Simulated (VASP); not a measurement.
# A single sheet of ZrBrN in VASP, part 2 of 2

Wanted: how a single sheet of ZrBrN relaxes, and what it costs to take an electron out.

VASP 6.6.1; PBEsol; plane waves and PAW (Br, Zr_sv, N).

So far. Step 2 (Surface relaxation): The run ended after 10 ionic steps, 0.190 eV below its first step, once the forces on the free atoms met EDIFFG = -0.03.

## 3. Vacuum level and density of states

A static run writes the electrostatic potential without exchange and correlation (LVHAR), which is flat in the vacuum and gives the level to count from. The dipole correction cancels the field that unlike faces would set up across the vacuum.

INCAR reads:

```
SYSTEM = ZrBrN
PREC = Normal
ENCUT = 400
EDIFF = 1E-06
NELM = 120
ISMEAR = 0
SIGMA = 0.05
LREAL = .FALSE.
ALGO = Fast
GGA = PS
NBANDS = 40
LORBIT = 11
LWAVE = .FALSE.
LCHARG = .TRUE.
IDIPOL = 3
LDIPOL = .TRUE.
DIPOL = 0.5 0.5 0.5
LVHAR = .TRUE.
LVACPOTAV = .TRUE.
LELF = .TRUE.
NEDOS = 1500
```

POSCAR reads:

```
ZrBrN
1.0
    3.5810000000      0.0000000000      0.0000000000
    0.0000000000      4.1160000000      0.0000000000
    0.0000000000      0.0000000000     21.0907000000
Br Zr N
2 2 2
Direct
    0.5000000000      0.5000000000      0.6400665141
    0.0000000000      0.0000000000      0.3599334859
    0.0000000000      0.5000000000      0.5414784841
    0.5000000000      0.0000000000      0.4585215159
    0.0000000000      0.0000000000      0.5136551377
    0.5000000000      0.5000000000      0.4863448623
```

KPOINTS reads:

```
Automatic mesh
0
Gamma
7 6 1
0 0 0
```

KPOINTS_OPT reads:

```
Line mode
14
Line-mode
Reciprocal
  0.00000000   0.00000000   0.00000000 GAMMA
  0.50000000   0.00000000   0.00000000 X

  0.50000000   0.00000000   0.00000000 X
  0.50000000   0.50000000   0.00000000 S

  0.50000000   0.50000000   0.00000000 S
  0.00000000   0.50000000   0.00000000 Y

  0.00000000   0.50000000   0.00000000 Y
  0.00000000   0.00000000   0.00000000 GAMMA

  0.00000000   0.00000000   0.00000000 GAMMA
  0.50000000   0.50000000   0.00000000 S
```

Potentials, in the order of the species: Br, Zr_sv and N (PBE family, release 64).

Command:

```sh
> mpirun -np 2 vasp_std
```

Output:

```text
[banner, memory and clock lines left out]
running    2 mpi-ranks, on    1 nodes
 distrk:  each k-point on    2 cores,    1 groups
 distr:  one band on    1 cores,    2 groups

 POSCAR found type information on POSCAR BrZrN
 POSCAR found :  3 types and       6 ions
 [... a notice as in an earlier step ...]

 LDA part: xc-table for (Slater+PW92), standard interpolation
 POSCAR, INCAR and KPOINTS ok, starting setup
 FFT: planning ... GRIDC
 FFT: planning ... GRID_SOFT
 FFT: planning ... GRID
 WAVECAR not read
 entering main loop
       N       E                     dE             d eps       ncg     rms          rms(c)
DAV:   1     0.378397451758E+03    0.37840E+03   -0.18970E+04  1448   0.810E+02
DAV:   2    -0.140032423295E+02   -0.39240E+03   -0.37606E+03  1784   0.247E+02
DAV:   3    -0.563603531145E+02   -0.42357E+02   -0.41828E+02  1912   0.738E+01
DAV:   4    -0.587318382727E+02   -0.23715E+01   -0.23598E+01  1976   0.158E+01
DAV:   5    -0.588029306022E+02   -0.71092E-01   -0.71086E-01  1736   0.216E+00    0.345E+01
RMM:   6    -0.495133399130E+02    0.92896E+01   -0.21579E+01  1425   0.155E+01    0.140E+01
RMM:   7    -0.492573143670E+02    0.25603E+00   -0.17152E+00  1778   0.561E+00    0.749E+00
RMM:   8    -0.492302481553E+02    0.27066E-01   -0.95465E-01  1971   0.316E+00    0.160E+00
RMM:   9    -0.492539036433E+02   -0.23655E-01   -0.28689E-01  2124   0.171E+00    0.104E+00
RMM:  10    -0.492630931741E+02   -0.91895E-02   -0.10178E-01  2306   0.909E-01    0.440E-01
RMM:  11    -0.492675813811E+02   -0.44882E-02   -0.43003E-02  2291   0.620E-01    0.243E-01
RMM:  12    -0.492692394174E+02   -0.16580E-02   -0.15628E-02  2337   0.353E-01    0.890E-02
RMM:  13    -0.492700667613E+02   -0.82734E-03   -0.69071E-03  2369   0.241E-01    0.751E-02
RMM:  14    -0.492705767476E+02   -0.50999E-03   -0.27322E-03  2387   0.159E-01    0.768E-02
WARNING in EDDRMM: call to ZHEGV failed, returncode =   6  3      5
RMM:  15    -0.492707870784E+02   -0.21033E-03   -0.12768E-03  2376   0.108E-01    0.211E-02
RMM:  16    -0.492709505431E+02   -0.16346E-03   -0.59179E-04  2405   0.760E-02    0.202E-02
RMM:  17    -0.492710412629E+02   -0.90720E-04   -0.30348E-04  2381   0.526E-02    0.354E-03
RMM:  18    -0.492710748459E+02   -0.33583E-04   -0.15931E-04  2234   0.365E-02    0.529E-03
RMM:  19    -0.492710882569E+02   -0.13411E-04   -0.82711E-05  2161   0.260E-02    0.772E-03
WARNING in EDDRMM: call to ZHEGV failed, returncode =   6  3     12
RMM:  20    -0.492710928034E+02   -0.45466E-05   -0.45394E-05  1995   0.190E-02    0.893E-03
RMM:  21    -0.492710978455E+02   -0.50421E-05   -0.26779E-05  1861   0.148E-02    0.734E-03
RMM:  22    -0.492711018459E+02   -0.40004E-05   -0.16762E-05  1784   0.118E-02    0.639E-03
RMM:  23    -0.492711033048E+02   -0.14589E-05   -0.10566E-05  1596   0.945E-03    0.631E-03
RMM:  24    -0.492711042264E+02   -0.92160E-06   -0.66441E-06  1491   0.767E-03
|                                                                             |
|           W    W    AA    RRRRR   N    N  II  N    N   GGGG   !!!           |
|           W    W   A  A   R    R  NN   N  II  NN   N  G    G  !!!           |
|           W    W  A    A  R    R  N N  N  II  N N  N  G       !!!           |
|           W WW W  AAAAAA  RRRRR   N  N N  II  N  N N  G  GGG   !            |
|           WW  WW  A    A  R   R   N   NN  II  N   NN  G    G                |
|           W    W  A    A  R    R  N    N  II  N    N   GGGG   !!!           |
|                                                                             |
|     Did not find any points to average over, which means that no vacuum     |
|     field-free region was found. Please increase the size of  your cell     |
|     in the dimension of the dipole correction to obtain accurate            |
|     workfunction values.                                                    |
|                                                                             |

   1 F= -.49271104E+02 E0= -.49271104E+02  d E =-.138936E-10
 Start KPOINTS_OPT (optional k-point list driver)
k-point batch [1-16\70]
       N       E                     dE             ncg
DAV:   1    -0.606353744010E+04   -0.16359E+05     1456
DAV:   2    -0.119108833539E+05   -0.58473E+04     1760
DAV:   3    -0.125482971796E+05   -0.63741E+03     1904
DAV:   4    -0.125922970867E+05   -0.44000E+02     2016
DAV:   5    -0.125933912699E+05   -0.10942E+01     1760
DAV:   6    -0.125934099355E+05   -0.18666E-01     1768
DAV:   7    -0.125934104281E+05   -0.49265E-03     1896
DAV:   8    -0.125934104382E+05   -0.10055E-04     1632
DAV:   9    -0.125934104383E+05   -0.17653E-06     1232
[...]
k-point batch [65-70\70]
       N       E                     dE             ncg
DAV:   1     0.329039692971E+03   -0.10621E+05      576
DAV:   2    -0.165320101737E+04   -0.19822E+04      672
DAV:   3    -0.186822000670E+04   -0.21502E+03      736
DAV:   4    -0.188303007042E+04   -0.14810E+02      720
DAV:   5    -0.188333567953E+04   -0.30561E+00      664
DAV:   6    -0.188333964089E+04   -0.39614E-02      696
DAV:   7    -0.188333973288E+04   -0.91991E-04      680
DAV:   8    -0.188333973844E+04   -0.55672E-05      680
DAV:   9    -0.188333973850E+04   -0.54433E-07      480
```

It took 2.5 min on 2 MPI ranks of Intel Xeon Platinum 8259CL at 2.50GHz (Skylake/Cascade Lake), shared host; peak memory 0.5 GiB; 4.9 min of CPU time.

OUTCAR, selected parts (step 3):

```text
 Found     16 irreducible k-points:

   k-points           NKPTS =     16   k-points in BZ     NKDIM =     16   number of bands    NBANDS=     40

   NELECT =      48.0000    total number of electrons

 E-fermi :  -2.2082

 k-point     1 :       0.0000    0.0000    0.0000
  band No.  band energies     occupation
    ...
     20      -3.9925      2.00000
     21      -3.8443      2.00000
     22      -3.4491      2.00000
     23      -2.9265      2.00000
     24      -2.4185      2.00000
     25      -0.6774      0.00000
     26       0.8127      0.00000
     27       0.8809      0.00000
     28       1.8638      0.00000
     29       1.9504      0.00000
    ...

 k-point     2 :       0.1429    0.0000    0.0000
  band No.  band energies     occupation
    ...
     20      -4.0640      2.00000
     21      -4.0060      2.00000
     22      -3.7994      2.00000
     23      -3.4061      2.00000
     24      -2.9270      2.00000
     25      -0.1036      0.00000
     26       1.1745      0.00000
     27       1.2270      0.00000
     28       1.8423      0.00000
     29       1.8885      0.00000
    ...

  Total       -0.8969129     -1.2938452     -1.0936401      0.0000000      0.0000000      0.0000000
  in kB       -4.6226411     -6.6684090     -5.6365627      0.0000000      0.0000000      0.0000000
  external PRESSURE =      -5.6425376 kB  Pullay stress =       0.0000000 kB

 POSITION                                       TOTAL-FORCE (eV/Angst)
 -----------------------------------------------------------------------------------
      1.79050      2.05800     13.49945         0.000000      0.000000     -0.001785
      0.00000      0.00000      7.59125         0.000000      0.000000      0.001785
      0.00000      2.05800     11.42016         0.000000      0.000000     -0.007948
      1.79050      0.00000      9.67054         0.000000      0.000000      0.007948
      0.00000      0.00000     10.83335         0.000000      0.000000      0.000186
      1.79050      2.05800     10.25735         0.000000      0.000000     -0.000186
 -----------------------------------------------------------------------------------
    total drift:                                0.000000      0.000000      0.000000

  FREE ENERGIE OF THE ION-ELECTRON SYSTEM (eV)
  ---------------------------------------------------
  free  energy   TOTEN  =       -49.2711042264 eV

  energy  without entropy=      -49.2711042264  energy(sigma->0) =      -49.27110423

 vacuum level on the upper side and lower side of the slab         3.965         3.965

[... 9 parts as in an earlier step ...]

[... 6 further parts left out ...]
```

This step gave:

```yaml
electronic_cycles: 24
fermi_energy: -2.208 eV
least_gap_on_mesh_and_path: 1.741 eV
least_direct_gap_on_mesh_and_path: 1.741 eV
vacuum_levels: 3.965, 3.965 eV
ionisation_potentials_of_the_upper_and_lower_face: 6.383, 6.383 eV
electron_affinities_of_the_upper_and_lower_face: 4.642, 4.642 eV
```

Electronic bands along the path, in eV, zero at the valence-band top; v1 is the highest filled band, c1 the lowest empty one:

| point | v4 | v3 | v2 | v1 | c1 | c2 | c3 | c4 |
| --- | --- | --- | --- | --- | --- | --- | --- | --- |
| Γ | -1.43 | -1.03 | -0.51 | 0.00 | 1.74 | 3.23 | 3.30 | 4.28 |
| 0.54 of the way | -1.40 | -1.26 | -0.98 | -0.86 | 3.00 | 3.47 | 3.79 | 4.09 |
| X | -1.05 | -1.05 | -0.97 | -0.97 | 3.45 | 3.45 | 3.75 | 3.75 |
| 0.54 of the way | -1.45 | -1.45 | -0.67 | -0.67 | 3.08 | 3.08 | 3.44 | 3.44 |
| S | -1.65 | -1.65 | -1.54 | -1.54 | 3.16 | 3.16 | 3.20 | 3.20 |
| 0.46 of the way | -1.76 | -1.76 | -1.42 | -1.42 | 2.86 | 2.86 | 3.48 | 3.48 |
| Y | -1.54 | -1.54 | -0.96 | -0.96 | 2.86 | 2.86 | 3.92 | 3.92 |
| 0.54 of the way | -1.64 | -1.02 | -0.81 | -0.70 | 2.82 | 3.10 | 3.40 | 3.42 |
| Γ | -1.43 | -1.03 | -0.51 | 0.00 | 1.74 | 3.23 | 3.30 | 4.28 |
| 0.46 of the way | -1.66 | -1.55 | -1.28 | -0.65 | 2.77 | 3.41 | 3.47 | 3.94 |
| S | -1.65 | -1.65 | -1.54 | -1.54 | 3.16 | 3.16 | 3.20 | 3.20 |

Of the projections kept (Br, Zr, N), the largest for each band there; the rest of the weight can lie on other orbitals:

| point | v4 | v3 | v2 | v1 | c1 | c2 | c3 | c4 |
| --- | --- | --- | --- | --- | --- | --- | --- | --- |
| Γ | Br 0.96 | Br 0.87 | Br 0.60 | N 0.76 | Zr 1.00 | Zr 0.92 | Zr 0.71 | Zr 0.79 |
| X | N 0.81 | N 0.81 | Br 0.92 | Br 0.92 | Zr 0.90 | Zr 0.90 | Zr 0.81 | Zr 0.81 |
| S | Br 0.68 | Br 0.68 | N 0.70 | N 0.70 | Zr 0.80 | Zr 0.80 | Zr 0.84 | Zr 0.84 |
| Y | Br 0.61 | Br 0.61 | Br 0.85 | Br 0.85 | Zr 0.90 | Zr 0.90 | Zr 0.70 | Zr 0.70 |
| Γ | Br 0.96 | Br 0.87 | Br 0.60 | N 0.76 | Zr 1.00 | Zr 0.92 | Zr 0.71 | Zr 0.79 |
| S | Br 0.68 | Br 0.68 | N 0.70 | N 0.70 | Zr 0.80 | Zr 0.80 | Zr 0.84 | Zr 0.84 |

The density of states has structure finer than the step of the table below, so its rows give means over 1 eV, whole bins alone (the curve runs from -12.0 to 9.73 eV). Peaks (eV: height): total -3.5: 16.3, -3.4: 13.3, -1.6: 14.2, 7.5: 12.2; Br s 5.3: 0.155, 5.7: 0.314, 7.5: 0.165, 7.9: 0.137; Br p -2.6: 3.59, -1.6: 6.25, -1.4: 3.66, -1.2: 4.38; Zr s -4.3: 0.719, -3.9: 0.447, 4.8: 0.21, 8.2: 0.23; Zr p -3.4: 0.424, -2.9: 0.217, -1.7: 0.174, -1.0: 0.172.

Table of density of states by energy, zero at the valence-band top; means over each step; 7 of 8 lines; values in states/eV/cell:

| energy (eV) | total | Br s | Br p | Zr s | Zr p | Zr d | N s |
| --- | --- | --- | --- | --- | --- | --- | --- |
| -6 | 0 | 0 | 0 | 0 | 0 | 0 | 0 |
| -5 | 0.267 | 6.8e-4 | 0.0147 | 0.0222 | 0.00286 | 0.0381 | 1.8e-4 |
| -4 | 4.17 | 0.0137 | 0.458 | 0.177 | 0.0577 | 0.748 | 0.0132 |
| -3 | 7.80 | 0.0242 | 1.87 | 0.0479 | 0.163 | 1.26 | 0.0113 |
| -2 | 5.95 | 0.0124 | 2.41 | 0.0330 | 0.0638 | 0.460 | 0.0141 |
| -1 | 5.31 | 0.00161 | 1.72 | 0.0287 | 0.0771 | 0.303 | 0.0100 |
| 0 | 0.489 | 1.5e-4 | 0.0315 | 0.00295 | 0.0128 | 0.0416 | 0.00175 |
| 1 | 0 | 0 | 0 | 0 | 0 | 0 | 0 |
| 2 | 0.249 | 8.1e-6 | 0.00160 | 4.9e-5 | 4.9e-4 | 0.167 | 3.2e-5 |
| 3 | 4.58 | 0.0114 | 0.172 | 0.0361 | 0.0193 | 2.67 | 0.00969 |
| 4 | 5.25 | 0.00794 | 0.193 | 0.0483 | 0.0348 | 3.33 | 0.00865 |
| 5 | 2.78 | 0.0355 | 0.0997 | 0.0651 | 0.0356 | 1.41 | 0.0200 |
| 6 | 3.73 | 0.0844 | 0.112 | 0.0227 | 0.0539 | 1.43 | 0.0941 |
| 7 | 5.60 | 0.0319 | 0.158 | 0.0386 | 0.0678 | 1.49 | 0.137 |
| 8 | 5.78 | 0.0531 | 0.206 | 0.0985 | 0.0534 | 0.927 | 0.0637 |
| 9 | 3.91 | 0.0256 | 0.113 | 0.0543 | 0.0524 | 0.512 | 0.0356 |

The planar average of the electrostatic potential oscillates, so the rows of the table below give means over windows of 1 Å about each position, cut where the curve ends. Its maxima inside the range that stand out by 2 % of the span (Å: eV): 8.5: 1.38, 10.7: -10.6, 12.6: 1.38. Its minima: 7.6: -4.10, 10.0: -11.9, 11.1: -11.9, 13.5: -4.10.

Zero at the Fermi level. The planar average of the electrostatic potential by height; means over each step:

height (Å), planar average of the electrostatic potential (eV) and a bar from the least value:
```
        0        6.2 ##############################
        1        6.2 ##############################
        2        6.2 ##############################
        3        6.2 ##############################
        4        6.2 ##############################
        5        6.2 ##############################
        6        5.8 #############################
        7        0.4 ####################
        8       -2.2 ###############
        9       -3.4 #############
       10      -10.9 
       11      -11.0 
       12       -4.3 ############
       13       -1.7 ################
       14       -0.4 ###################
       15        5.7 #############################
       16        6.2 ##############################
       17        6.2 ##############################
       18        6.2 ##############################
       19        6.2 ##############################
       20        6.2 ##############################
```

Density of states in the PAW spheres, an atom over height of the layer and energy from the Fermi level.

Ten even steps from '_' (0.00 states/eV) to '@' (1.68 states/eV), each cell a mean:
```
____________
____________
____________
____----____
==..====..==
@@..====..@@
@@..::::..@@
++........++
==........==
++--------++
++********++
::========::
__..::::..__
__..::::..__
____________
____________
____________
____________
____________
____________
____________
____________
```
Columns: height of the layer (Å) from 7.6 to 13.5 (not evenly spaced); rows upwards: energy from the Fermi level (eV) from -7.9 to 0.5.

Valence density in the ca plane at fractional y = 0.000, with atoms of Br and Zr and N within 0.2 Å of it. It is the smooth field of the valence electrons, not physical close to the nuclei.

Ten steps, logarithmic in the rise over the least value, from '0' (-0.2 e/Å³) to '9' (5.4 e/Å³), each cell a mean:
```
22233456656654457887543333222222222222222222
22233346666544556665433333322222222222222222
22223334555456776544333333332222222222222222
22222333344468998543333333333222222222222222
22222333333469998643333333333222222222222222
22223333444458997543333333333222222222222222
22223345665555666655433333332222222222222222
22233356666644456886533333322222222222222222
22233456406654457998543332222222222222222222
```
Columns run along c (16.0 Å, from fractional 0.21 to 0.97 of the cell), rows up along a (3.6 Å). Atoms in or near the plane, at fractional coordinates: Br at (0.36, 0.00), Zr at (0.46, 0.50), N at (0.51, 0.00).

Electrostatic potential energy in the ca plane at fractional y = 0.000, with atoms of Br and Zr and N within 0.2 Å of it. With pseudopotentials it is smooth inside the atoms' cores, unlike the true potential.

Values in eV, 5 rows by 16 columns, each cell a mean:
```
  4   4   4   4   4   3 -27 -39  -4  -9 -28   1   3   4   4   4
  4   4   4   4   4   4  -1  -4 -25 -41  -5   3   3   4   4   4
  4   4   4   4   4   4   3  -1 -38 -53 -10   2   3   4   4   4
  4   4   4   4   4   3  -5 -11 -17 -30  -5   2   3   4   4   4
  4   4   4   4   4   3 -33 -44  -3  -9 -38   1   3   4   4   4
```
Columns run along c (16.0 Å, from fractional 0.03 to 0.79 of the cell; values clipped at the 3rd and 97th percentile), rows up along a (3.6 Å). Atoms in or near the plane, at fractional coordinates: Br at (0.36, 0.00), Zr at (0.46, 0.50), N at (0.51, 0.00).

ELF in the ca plane at fractional y = 0.000, with atoms of Br and Zr and N within 0.2 Å of it. It is the smooth field of the valence electrons, not physical close to the nuclei.

Values, 5 rows by 16 columns, each cell a mean:
```
0.00 0.00 0.00 0.00 0.10 0.54 0.84 0.78 0.36 0.49 0.72 0.48 0.02 0.01 0.04 0.01
0.00 0.00 0.00 0.00 0.04 0.20 0.57 0.60 0.46 0.59 0.38 0.16 0.02 0.01 0.00 0.04
0.00 0.00 0.00 0.00 0.00 0.02 0.12 0.18 0.60 0.77 0.16 0.04 0.02 0.01 0.00 0.02
0.00 0.00 0.00 0.00 0.08 0.32 0.73 0.74 0.38 0.48 0.55 0.25 0.02 0.01 0.00 0.00
0.00 0.00 0.00 0.00 0.12 0.58 0.83 0.72 0.40 0.56 0.62 0.53 0.02 0.00 0.01 0.00
```
Columns run along c (16.0 Å, from fractional 0.03 to 0.79 of the cell), rows up along a (3.6 Å). Atoms in or near the plane, at fractional coordinates: Br at (0.36, 0.00), Zr at (0.46, 0.50), N at (0.51, 0.00).

The density of states holds every band computed, so its fall toward the upper end of the range is no gap.

The map of layer states is cut here 0.5 eV above the Fermi level, so it leaves out the states above that.

The vacuum level lies 6.38 eV above the highest filled level at the upper face; both faces agree, as the slab has next to no dipole.

The program found no field-free point at its default tolerance, but its printed level agrees with the flat part of the planar average.

## 4. Putting the energies together

This step: slab, PBEsol; plane waves and PAW (VASP 6.6.1).

This step runs nothing: it gathers the runs above.

This step gave:

* ionisation potential at the upper face: 6.383 eV

## 5. Results

```json
{
  "ionisation potential of the slab": "6.38 eV"
}
```

**Reading.** The ionisation potential is 6.38 eV at both faces. The atom that ends on top (Br) moved inwards by 0.09 Å, counted from the mean of all atoms. Semilocal band edges put the ionisation potential too low and the gap too small. The cell in the plane was kept as given and was not relaxed here. The slab has a gap, so the level below the vacuum is counted from the highest filled level.

[Lines on the potential files, build, host, timing and source positions are cut from VASP's logs without a mark.]

[Logs are printed without paths, hosts, clocks, repeated set-up lines and the standing remarks that a program may print on its own settings, such as how far it seeks lower states.]

[Hosts, paths, dates, database ids (printed as entryN), source tags and the programs' standing remarks are cut or masked in the printed files.]

[In band tables of VASP the shares of atoms and orbitals are scaled to a sum of 1 inside the atoms' spheres.]

[Runs that stopped without an error message from VASP are left out.]
